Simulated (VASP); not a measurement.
A convergence study with VASP on Ni (fcc): a few settings are varied, all else stays as given below, so the limit is that of these other settings.

```
Ni
1.0
    0.00000     1.76000     1.76000
    1.76000     0.00000     1.76000
    1.76000     1.76000     0.00000
Ni
1
Direct
  0.00000   0.00000   0.00000
```
Starting moments (μB, in the order of the record's atoms Ni): 0.8.

The numbers are results of LDA (Ceperley-Alder, Perdew-Zunger), VASP's LDA PAW potentials (set 64) (plane waves; VASP 6.6.1), not measurements. The last row used: 550 eV cut-off, 26×26×26 Γ-centred mesh, second-order Methfessel-Paxton smearing of 0.40 eV, potentials Ni.

| setting | E (eV/atom) | pressure (GPa) | moment (μB) | irreducible k-points |
|---|---|---|---|---|
| ISMEAR = -1, SIGMA = 0.01, 10×10×10 mesh | -6.5255 | -16.94 | 0.680 | 47 |
| ISMEAR = -1, SIGMA = 0.1, 10×10×10 mesh | -6.5270 | -16.57 | 0.639 | 47 |
| ISMEAR = 0, SIGMA = 0.01, 10×10×10 mesh | -6.5255 | -16.89 | 0.686 | 47 |
| ISMEAR = 0, SIGMA = 0.1, 10×10×10 mesh | -6.5256 | -16.84 | 0.679 | 47 |
| ISMEAR = 1, SIGMA = 0.01, 10×10×10 mesh | -6.5255 | -16.89 | 0.686 | 47 |
| ISMEAR = 1, SIGMA = 0.2, 10×10×10 mesh | -6.5256 | -16.81 | 0.690 | 47 |
| ISMEAR = 2, SIGMA = 0.05, 10×10×10 mesh | -6.5255 | -16.95 | 0.674 | 47 |
| ISMEAR = 2, SIGMA = 0.2, 10×10×10 mesh | -6.5255 | -16.84 | 0.690 | 47 |
| ISMEAR = -1, SIGMA = 0.01, 20×20×20 mesh | -6.5277 | -17.34 | 0.608 | 256 |
| ISMEAR = -1, SIGMA = 0.2, 20×20×20 mesh | -6.5248 | -16.31 | 0.257 | 256 |
| ISMEAR = 0, SIGMA = 0.01, 20×20×20 mesh | -6.5277 | -17.36 | 0.606 | 256 |
| ISMEAR = 0, SIGMA = 0.2, 20×20×20 mesh | -6.5280 | -17.02 | 0.596 | 256 |
| ISMEAR = 1, SIGMA = 0.01, 20×20×20 mesh | -6.5277 | -17.37 | 0.606 | 256 |
| ISMEAR = 1, SIGMA = 0.4, 20×20×20 mesh | -6.5296 | -17.13 | 0.635 | 256 |
| ISMEAR = 2, SIGMA = 0.05, 20×20×20 mesh | -6.5277 | -17.35 | 0.607 | 256 |
| ISMEAR = 2, SIGMA = 0.4, 20×20×20 mesh | -6.5289 | -17.17 | 0.624 | 256 |
| ISMEAR = -1, SIGMA = 0.05, 26×26×26 mesh | -6.5275 | -17.30 | 0.584 | 511 |
| ISMEAR = -1, SIGMA = 0.2, 26×26×26 mesh | -6.5248 | -16.32 | 0.257 | 511 |
| ISMEAR = 0, SIGMA = 0.05, 26×26×26 mesh | -6.5272 | -17.49 | 0.578 | 511 |
| ISMEAR = 0, SIGMA = 0.2, 26×26×26 mesh | -6.5280 | -17.08 | 0.586 | 511 |
| ISMEAR = 1, SIGMA = 0.05, 26×26×26 mesh | -6.5272 | -17.52 | 0.576 | 511 |
| ISMEAR = 1, SIGMA = 0.4, 26×26×26 mesh | -6.5295 | -17.14 | 0.634 | 511 |
| ISMEAR = 2, SIGMA = 0.1, 26×26×26 mesh | -6.5272 | -17.53 | 0.576 | 511 |
| ISMEAR = 2, SIGMA = 0.4, 26×26×26 mesh | -6.5287 | -17.19 | 0.620 | 511 |

Left out are rungs that failed or repeat a setting and relaxations that didn't move; long series are thinned to 24 rows.

The compound is Ni in the fcc structure. The cell was not relaxed at this level. The spin order is the one that the start imposed; others were not tried in this run.
